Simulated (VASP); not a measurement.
Output of a VASP run:

**OSZICAR**
```
       N       E                     dE             d eps       ncg     rms          rms(c)
DAV:   1     0.150371334969E+03    0.15037E+03   -0.93386E+03   560   0.139E+03
DAV:   2     0.295124684209E+01   -0.14742E+03   -0.14491E+03   578   0.335E+02
DAV:   3    -0.731146064419E+01   -0.10263E+02   -0.10235E+02   758   0.980E+01
DAV:   4    -0.757241303533E+01   -0.26095E+00   -0.26086E+00   674   0.185E+01
DAV:   5    -0.758058572009E+01   -0.81727E-02   -0.81726E-02   764   0.282E+00    0.358E+00
DAV:   6    -0.747268182426E+01    0.10790E+00   -0.25598E-01   790   0.424E+00    0.224E+00
DAV:   7    -0.746965113980E+01    0.30307E-02   -0.82718E-02   672   0.169E+00    0.921E-01
DAV:   8    -0.747115662763E+01   -0.15055E-02   -0.94553E-03   662   0.116E+00    0.152E-01
DAV:   9    -0.747114984499E+01    0.67826E-05   -0.10260E-03   844   0.405E-01    0.561E-02
DAV:  10    -0.747117489780E+01   -0.25053E-04   -0.12075E-04   596   0.104E-01    0.200E-02
DAV:  11    -0.747118230555E+01   -0.74078E-05   -0.44080E-05   680   0.637E-02    0.185E-02
DAV:  12    -0.747118201692E+01    0.28863E-06   -0.25630E-06   668   0.108E-02    0.131E-02
DAV:  13    -0.747118131391E+01    0.70301E-06   -0.81995E-07   686   0.768E-03    0.370E-03
DAV:  14    -0.747118137703E+01   -0.63115E-07   -0.66449E-07   698   0.795E-03
   1 F= -.83696773E+01 E0= -.83696773E+01  d E =-.940185E-12
```

**OUTCAR**
```
------------------------ aborting loop because EDIFF is reached ----------------------------------------
  Edisp (eV):   -0.89850
  FORCE on cell =-STRESS in cart. coord.  units (eV):
  Direction    XX          YY          ZZ          XY          YZ          ZX
  --------------------------------------------------------------------------------------
  Total       0.56409     0.56409     0.56409    -0.00000     0.00000     0.00000
  in kB      13.76623    13.76623    13.76623    -0.00000     0.00000     0.00000
  external pressure =       13.77 kB  Pullay stress =        0.00 kB
  volume of cell :       65.65
      direct lattice vectors                 reciprocal lattice vectors
     0.000000000  3.201879821  3.201879821    -0.156158266  0.156158266  0.156158266
     3.201879821  0.000000000  3.201879821     0.156158266 -0.156158266  0.156158266
     3.201879821  3.201879821  0.000000000     0.156158266  0.156158266 -0.156158266
  FREE ENERGIE OF THE ION-ELECTRON SYSTEM (eV)
  ---------------------------------------------------
  free  energy   TOTEN  =        -8.3696772531 eV

  energy  without entropy=       -8.3696772531  energy(sigma->0) =       -8.36967725
```
(Selected blocks of OUTCAR.)

POSCAR:
```
PbTe
1
    0.0000000000     3.2018798207     3.2018798207
    3.2018798207     0.0000000000     3.2018798207
    3.2018798207     3.2018798207     0.0000000000
Te Pb
1 1
Direct
  0.5000000000   0.5000000000   0.5000000000
  1.0000000000   1.0000000000   0.0000000000
```

Write an INCAR and KPOINTS that could have produced this output.

Several could match; the one computed here: the input of the run itself, PBE GGA with D4 dispersion, plane waves, VASP's PBE PAW potentials (set 64).

File KPOINTS:
```
Automatic mesh
0
Gamma
7 7 7
0 0 0
```

### INCAR
```
SYSTEM = PbTe
PREC = Accurate
ENCUT = 520
EDIFF = 1E-7
NELM = 100
ALGO = Normal
LREAL = .FALSE.
LASPH = .TRUE.
ISMEAR = 0
SIGMA = 0.05
GGA = PE
IVDW = 13
LMAXMIX = 4
LWAVE = .FALSE.
LCHARG = .FALSE.
ISIF = 2
```

POTCAR, in this order: Te Pb_d (PBE.64 set). Program: vasp_std.

The compound is PbTe in the rock salt structure. This cell is one point of a volume scan, at 0.97 of the reference volume.
